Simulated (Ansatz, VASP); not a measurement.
# Ge3H2: VASP beside Ansatz

Aim: how closely do two programs agree when they are given the same cell, functional and k mesh? The cell is taken from a series of runs on this material, whose earlier steps may have relaxed, scaled, displaced or heated it; both programs get it as it stands.

Program: Ansatz 0.2.0. Level of theory: plane waves, with VASP 6.6.1 beside it; HSE06. Results are calculated unless marked as measured.

### 1. Set-up

The cell holds 10 atoms: 6 Ge and 4 H. Its edges and angles: a = 4.001 Å, b = 4.001 Å, c = 40.900 Å, α = 90.0°, β = 90.0°, γ = 90.0°. It derives from Ge. Vacuum lies along c.

As a file:

```cif
data_structure
_symmetry_space_group_name_H-M 'P 1'
_symmetry_Int_Tables_number 1
_cell_length_a 4.0008
_cell_length_b 4.0008
_cell_length_c 40.9000
_cell_angle_alpha 90.000
_cell_angle_beta 90.000
_cell_angle_gamma 90.000
_cell_volume 654.67
loop_
_atom_site_label
_atom_site_type_symbol
_atom_site_fract_x
_atom_site_fract_y
_atom_site_fract_z
_atom_site_occupancy
Ge1 Ge 0.00000 0.00000 0.41450 1
Ge2 Ge 0.50000 0.00000 0.44830 1
Ge3 Ge 0.50000 0.50000 0.48278 1
Ge4 Ge 0.00000 0.50000 0.51722 1
Ge5 Ge 0.00000 0.00000 0.55170 1
Ge6 Ge 0.50000 0.00000 0.58550 1
H7 H 0.00000 0.69534 0.39163 1
H8 H 0.00000 0.30466 0.39163 1
H9 H 0.50000 0.69534 0.60837 1
H10 H 0.50000 0.30466 0.60837 1
```

### 2. VASP: single point, HSE06

A single point takes one fixed geometry, so differences don't come from the geometry; what else differs is listed under the comparison.

Lines of VASP's logs that name or quote its potential files are left out, and so is its time.

The run reads the wave functions of an earlier VASP run, which isn't shown here.

File INCAR:

```
SYSTEM = Ge3H2
PREC = Accurate
ENCUT = 410
EDIFF = 1E-06
NELM = 100
ISMEAR = 0
SIGMA = 0.01
LREAL = .FALSE.
ALGO = Normal
LHFCALC = .TRUE.
AEXX = 0.25
GGA = PE
HFSCREEN = 0.208
LASPH = .TRUE.
NBANDS = 54
PRECFOCK = Fast
LORBIT = 11
LWAVE = .FALSE.
LCHARG = .FALSE.
KPAR = 4
NCORE = 4
ISIF = 2
LDIPOL = .TRUE.
IDIPOL = 3
DIPOL = 0.5 0.5 0.5
LVHAR = .TRUE.
```

File POSCAR:

```
Ge3H2
1.0
    4.0008101680      0.0000000000      0.0000000000
    0.0000000000      4.0008101680      0.0000000000
    0.0000000000      0.0000000000     40.9000000000
Ge H
6 4
Direct
    0.0000000000      0.0000000000      0.4145041063
    0.5000000000      0.0000000000      0.4482977143
    0.5000000000      0.5000000000      0.4827847424
    0.0000000000      0.5000000000      0.5172152576
    0.0000000000      0.0000000000      0.5517022857
    0.5000000000      0.0000000000      0.5854958937
    0.0000000000      0.6953362577      0.3916264296
    0.0000000000      0.3046637423      0.3916264296
    0.5000000000      0.6953362577      0.6083735704
    0.5000000000      0.3046637423      0.6083735704
```

File KPOINTS:

```
Automatic mesh
0
Gamma
6 6 1
0 0 0
```

Potentials, in the order of the species: Ge_d and H (PBE family, release 64).

The run is started by

```sh
$ mpirun -np 16 vasp_std
```

Numbers of over 12 decimals in the logs are rounded to 6 here.

The log of the run:

```text
[banner, memory and clock lines left out]
running   16 mpi-ranks, on    1 nodes
 distrk:  each k-point on    4 cores,    4 groups
 distr:  one band on    4 cores,    1 groups

 POSCAR found type information on POSCAR GeH
 POSCAR found :  2 types and      10 ions
 LDA part: xc-table for (Slater+PW92), standard interpolation
 found WAVECAR, reading the header
 POSCAR, INCAR and KPOINTS ok, starting setup
 FFT: planning ... GRIDC
 FFT: planning ... GRID_SOFT
 FFT: planning ... GRID
 reading WAVECAR
 the WAVECAR file was read successfully
 initial charge from wavefunction
 entering main loop
       N       E                     dE             d eps       ncg     rms          rms(c)
DAV:   1    -0.464739440484E+02   -0.46474E+02   -0.30180E+00  2298   0.211E+01    0.163E+00
DAV:   2    -0.464701287057E+02    0.38153E-02   -0.20331E-01  2080   0.391E+00    0.118E+00
DAV:   3    -0.464644820708E+02    0.56466E-02   -0.27324E-02  2188   0.176E+00    0.819E-01
DAV:   4    -0.464636382650E+02    0.84381E-03   -0.35538E-03  2042   0.657E-01    0.518E-01
DAV:   5    -0.464633805848E+02    0.25768E-03   -0.54458E-04  1984   0.353E-01    0.315E-01
DAV:   6    -0.464632939932E+02    0.86592E-04   -0.17046E-04  2022   0.269E-01    0.188E-01
DAV:   7    -0.464632598886E+02    0.34105E-04   -0.65390E-05  1998   0.135E-01    0.112E-01
DAV:   8    -0.464632444117E+02    0.15477E-04   -0.23558E-05  2038   0.947E-02    0.660E-02
DAV:   9    -0.464632369883E+02    0.74234E-05   -0.86336E-06  1988   0.618E-02    0.387E-02
DAV:  10    -0.464632335807E+02    0.34076E-05   -0.50352E-06  1648   0.344E-02    0.228E-02
DAV:  11    -0.464632318464E+02    0.17343E-05   -0.21260E-06  1480   0.324E-02    0.134E-02
DAV:  12    -0.464632309298E+02    0.91661E-06   -0.90227E-07  1172   0.184E-02
   1 F= -.46463231E+02 E0= -.46463231E+02  d E =-.277812E-11
```

Parts of OUTCAR (step 2):

```text
ion  position               nearest neighbor table
   1  0.000  0.000  0.415-   7 1.54   8 1.54   2 2.43   2 2.43
   2  0.500  0.000  0.448-   1 2.43   1 2.43   3 2.45   3 2.45
   3  0.500  0.500  0.483-   4 2.45   4 2.45   2 2.45   2 2.45
   4  0.000  0.500  0.517-   3 2.45   3 2.45   5 2.45   5 2.45
   5  0.000  0.000  0.552-   6 2.43   6 2.43   4 2.45   4 2.45
   6  0.500  0.000  0.585-   9 1.54  10 1.54   5 2.43   5 2.43
   7  0.000  0.695  0.392-   1 1.54
   8  0.000  0.305  0.392-   1 1.54
   9  0.500  0.695  0.608-   6 1.54
  10  0.500  0.305  0.608-   6 1.54

  LATTYP: Found a simple tetragonal cell.
 ALAT       =     4.0008101680
 C/A-ratio  =    10.2229294274

 Subroutine GETGRP returns: Found  8 space group operations
 (whereof  4 operations were pure point group operations)

The static configuration has the point symmetry C_2v.
 The point group associated with its full space group is D_2h.

 Found     16 irreducible k-points:

   k-points           NKPTS =     16   k-points in BZ     NKDIM =     36   number of bands    NBANDS=     54

   dimension x,y,z NGX =    28 NGY =   28 NGZ =  270
   dimension x,y,z NGXF=    56 NGYF=   56 NGZF=  540

   ENCUT  =  410.0 eV  30.13 Ry    5.49 a.u.   6.61  6.61 67.53*2*pi/ulx,y,z

   NELECT =      88.0000    total number of electrons

 k-points in reciprocal lattice and weights: Automatic mesh
   0.00000000  0.00000000  0.00000000       0.028
   0.16666667  0.00000000  0.00000000       0.056
   0.00000000  0.16666667  0.00000000       0.056
   0.33333333  0.00000000  0.00000000       0.056
   0.00000000  0.33333333  0.00000000       0.056
   0.50000000  0.00000000  0.00000000       0.028
   0.00000000  0.50000000  0.00000000       0.028
   0.16666667  0.16666667  0.00000000       0.111
   0.33333333  0.16666667  0.00000000       0.111
[...]
-0.33333333  0.50000000  0.00000000       0.056
   0.50000000  0.50000000  0.00000000       0.028

  exchange ACFDT corr.  =         0.00000000  see jH, gK, PRB 81, 115126

 dipolmoment           0.000000      0.000000     -0.000000 electrons x Angstroem

 average (electrostatic) potential at core
       1 -74.1874       2 -74.4030       3 -74.4501       4 -74.4501       5 -74.4030
       6 -74.1874       7 -35.2732       8 -35.2732       9 -35.2732      10 -35.2732

 E-fermi :  -3.0966

 k-point     1 :       0.0000    0.0000    0.0000
  band No.  band energies     occupation
    ...
     40      -4.6174      2.00000
     41      -4.4730      2.00000
     42      -4.2824      2.00000
     43      -3.2001      2.00000
     44      -3.1388      2.00000
     45      -1.1444      0.00000
     46      -0.9953      0.00000
     47      -0.6380      0.00000
     48       0.0007      0.00000
     49       0.0523      0.00000
    ...

 k-point     2 :       0.1667    0.0000    0.0000
  band No.  band energies     occupation
    ...
     40      -5.5810      2.00000
     41      -4.6013      2.00000
     42      -4.5514      2.00000
     43      -3.9347      2.00000
     44      -3.2766      2.00000
     45      -0.6423      0.00000
     46      -0.4365      0.00000
     47       0.3508      0.00000
     48       0.8044      0.00000
     49       1.3603      0.00000
    ...

 k-point     3 :       0.0000    0.1667    0.0000
  band No.  band energies     occupation
    ...
     40      -5.2885      2.00000
     41      -4.6621      2.00000
     42      -4.3518      2.00000
     43      -3.7249      2.00000
     44      -3.1870      2.00000
     45      -0.7420      0.00000
     46      -0.4838      0.00000
     47      -0.2484      0.00000
     48       0.7267      0.00000
     49       1.5325      0.00000
    ...

  Total        0.5172328      4.5319071     -0.5128269      0.0000000      0.0000000      0.0000000
  in kB        1.2658361     11.0910428     -1.2550532      0.0000000      0.0000000      0.0000000
  external PRESSURE =       3.7006086 kB  Pullay stress =       0.0000000 kB

  energy-cutoff  :      410.00
  volume of cell :      654.67
      direct lattice vectors                 reciprocal lattice vectors
     4.000810168  0.000000000  0.000000000     0.249949375  0.000000000  0.000000000
     0.000000000  4.000810168  0.000000000     0.000000000  0.249949375  0.000000000
     0.000000000  0.000000000 40.900000000     0.000000000  0.000000000  0.024449878

 POSITION                                       TOTAL-FORCE (eV/Angst)
 -----------------------------------------------------------------------------------
      0.00000      0.00000     16.95322         0.000000      0.000000     -0.333971
      2.00041      0.00000     18.33538         0.000000      0.000000      0.002342
      2.00041      2.00041     19.74590         0.000000      0.000000     -0.004929
      0.00000      2.00041     21.15410         0.000000      0.000000      0.004929
      0.00000      0.00000     22.56462         0.000000      0.000000     -0.002342
      2.00041      0.00000     23.94678         0.000000      0.000000      0.333971
      0.00000      2.78191     16.01752         0.000000      0.294754      0.134266
      0.00000      1.21890     16.01752        -0.000000     -0.294754      0.134266
      2.00041      2.78191     24.88248        -0.000000      0.294754     -0.134266
      2.00041      1.21890     24.88248         0.000000     -0.294754     -0.134266
 -----------------------------------------------------------------------------------
    total drift:                               -0.000000     -0.000000     -0.000003

  FREE ENERGIE OF THE ION-ELECTRON SYSTEM (eV)
  ---------------------------------------------------
  free  energy   TOTEN  =       -46.4632309298 eV

  energy  without entropy=      -46.4632309297  energy(sigma->0) =      -46.46323093

 vacuum level on the upper side and lower side of the slab         1.987         1.987

 total charge
# of ion       s       p       d       tot
------------------------------------------
    1        1.094   1.433  10.060  12.586
    2        1.103   1.323  10.026  12.452
    3        1.107   1.301  10.028  12.436
    4        1.107   1.301  10.028  12.436
    5        1.103   1.323  10.026  12.452
    6        1.094   1.433  10.060  12.586
    7        0.548   0.016   0.000   0.564
    8        0.548   0.016   0.000   0.564
    9        0.548   0.016   0.000   0.564
   10        0.548   0.016   0.000   0.564
--------------------------------------------------
tot          8.800   8.176  60.229  77.205

[... 3 further parts left out ...]
```

(Continued in part 2 of 2.)

[Lines on the potential files, build, host, timing and source positions are cut from VASP's logs without a mark.]

[Logs are printed without paths, hosts, clocks, repeated set-up lines and the standing remarks that a program may print on its own settings, such as how far it seeks lower states.]

[Hosts, paths, dates, database ids (printed as entryN), source tags and the programs' standing remarks are cut or masked in the printed files.]
